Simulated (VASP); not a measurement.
Input for VASP

### POSCAR
```
RbCl
1.0
  0.0000000000   3.0778157142   3.0778157142
  3.0778157142   0.0000000000   3.0778157142
  3.0778157142   3.0778157142   0.0000000000
Rb Cl
1 1
Cartesian
  0.0000000000   0.0000000000   0.0000000000
  3.0778157142   3.0778157142   3.0778157142
```

### INCAR
```
SYSTEM = RbCl
PREC = Accurate; ENCUT = 500; LREAL = F
LASPH = T
EDIFF = 1E-6; NELM = 100; ALGO = Normal
LMAXMIX = 4
ISMEAR = 0; SIGMA = 0.05
GGA = PS
IBRION = 2; NSW = 40; ISIF = 3
EDIFFG = -0.02; PSTRESS = 100
LWAVE = F; LCHARG = F
```

File KPOINTS:
```
Automatic mesh
0
Gamma
8 8 8
```

POTCAR, in this order: Rb_sv Cl (PBE.64 set). Program: vasp_std.

**Question.** Write an equivalent input for Quantum ESPRESSO's pw.x.

**Answer.** One equivalent input (not run):
```
&CONTROL
  calculation = 'vc-relax'
  pseudo_dir = './pseudo'
  outdir = './out'
  tprnfor = .true.
  tstress = .true.
  nstep = 40
  forc_conv_thr = 0.00078
/
&SYSTEM
  ibrav = 0
  nat = 2
  ntyp = 2
  ecutwfc = 58
  occupations = 'smearing'
  smearing = 'gaussian'
  degauss = 0.003675
  input_dft = 'pbesol'
/
&ELECTRONS
  conv_thr = 7.3e-08
  electron_maxstep = 100
/
&IONS
/
&CELL
  press = 100
/
ATOMIC_SPECIES
  Rb 85.468 Rb.upf
  Cl 35.450 Cl.upf
CELL_PARAMETERS angstrom
     0.0000000    3.0778157    3.0778157
     3.0778157    0.0000000    3.0778157
     3.0778157    3.0778157    0.0000000
ATOMIC_POSITIONS crystal
  Rb   0.0000000  0.0000000  0.0000000
  Cl   0.5000000  0.5000000  0.5000000
K_POINTS automatic
  8 8 8 0 0 0
```
What does not carry over: the potentials are each code's own (VASP's PAW set, PseudoDojo norm-conserving files in pw.x), so ENCUT and ecutwfc are chosen apart and not converted; conv_thr bounds pw.x's estimated SCF error, while EDIFF bounds the energy change between steps; forc_conv_thr acts on force components and is met together with etot_conv_thr.

The compound is RbCl in the rock salt structure. This run relaxes it under an external pressure of 10 GPa. Symmetry was kept, so distortions that lower it aren't found.
